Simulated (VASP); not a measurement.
# GeSb4Te7 (space group P-3m1): computed properties

Calculation: PBEsol GGA, VASP's PBE PAW potentials (set 64) (plane waves; VASP 6.6.1).

| Item | Value |
|---|---|
| space group | P-3m1 (164) |
| cell | a = b = 4.258 Å, c = 23.292 Å, α = β = 90.00°, γ = 120.00° |
| volume per atom | 30.48 Å³/atom |
| band gap (over mesh and band path) | 0.01 eV |
| smallest direct gap (over mesh and band path) | 0.01 eV |
| band-edge character | direct, A to A |
| density | 6.60 g/cm³ |

```cif
data_GeSb4Te7
_chemical_formula_sum 'Ge1 Sb4 Te7'
_space_group_name_H-M_alt 'P-3m1'
_space_group_IT_number 164
_space_group_name_Hall '-P 3 2"'
_cell_length_a 4.25848
_cell_length_b 4.25848
_cell_length_c 23.29212
_cell_angle_alpha 90.000
_cell_angle_beta 90.000
_cell_angle_gamma 120.000
loop_
_atom_site_label
_atom_site_type_symbol
_atom_site_symmetry_multiplicity
_atom_site_Wyckoff_symbol
_atom_site_fract_x
_atom_site_fract_y
_atom_site_fract_z
_atom_site_occupancy
Ge1 Ge 1 b 0.00000 0.00000 0.50000 1
Sb1 Sb 2 d 0.33333 0.66667 0.08420 1
Sb2 Sb 2 d 0.33333 0.66667 0.34454 1
Te1 Te 2 d 0.66667 0.33333 0.15814 1
Te2 Te 2 c 0.00000 0.00000 0.27102 1
Te3 Te 2 d 0.66667 0.33333 0.42908 1
Te4 Te 1 a 0.00000 0.00000 0.00000 1
```

Without a dispersion term in the relaxation, distances and binding between the weakly bound layers, chains or molecules are unreliable, and so is what depends on them. Unless said otherwise, spin-orbit coupling is left out, though it shifts the bands of the heavy elements here.

The structure comes from a computed database's GeSb4Te7 entry (P-3m1); how it stands against other phases isn't given here. It was relaxed first, which changed the volume by -7 %. Symmetry was kept, so distortions that lower it aren't found.
